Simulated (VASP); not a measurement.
Crystal: SrTiO3.

```
Sr Ti O
1.0
     3.90000    0.00000    0.00000
     0.00000    3.90000    0.00000
     0.00000    0.00000    3.90000
Sr Ti O
1 1 3
Direct
  0.00000 0.00000 0.00000
  0.50000 0.50000 0.50000
  0.50000 0.50000 0.00000
  0.00000 0.50000 0.50000
  0.50000 0.00000 0.50000
```

The cell was built by a generator and needn't be a form met in nature.

- Program: VASP 6.6.1
- Task: relaxation of cell and atoms
- Functional: LDA
- Potentials or basis: VASP PAW LDA potentials, release 64 (Sr_sv, Ti_sv, O)
- Cutoff: 600 eV
- k mesh: 8 × 8 × 8
- Occupations: gaussian, width 0.02 eV
- Spin: no spin polarisation

At the start: pressure -5.9 GPa; volume 11.86 Å³/atom.

Question: How do energy, volume and symmetry change on relaxing?

Answer: Over 3 steps the energy falls by 6.8 meV/atom and the volume is 11.50 Å³/atom (-3.0 %); space group Pm-3m (No. 221, to 0.05 Å).

The path:
```csv
step,energy change (eV),largest force (eV/Å),pressure (GPa),volume (Å³)
1,0.0000,0.0000,-5.95,59.32
2,0.0066,0.0000,7.13,55.62
3,-0.0342,0.0000,-0.06,57.52
```

Final structure:
```
CELL_PARAMETERS angstrom
3.86011 0.00000 0.00000
0.00000 3.86011 0.00000
0.00000 0.00000 3.86011
ATOMIC_POSITIONS crystal
Sr 0.00000 0.00000 0.00000
Ti 0.50000 0.50000 0.50000
O 0.50000 0.50000 0.00000
O 0.00000 0.50000 0.50000
O 0.50000 0.00000 0.50000
```
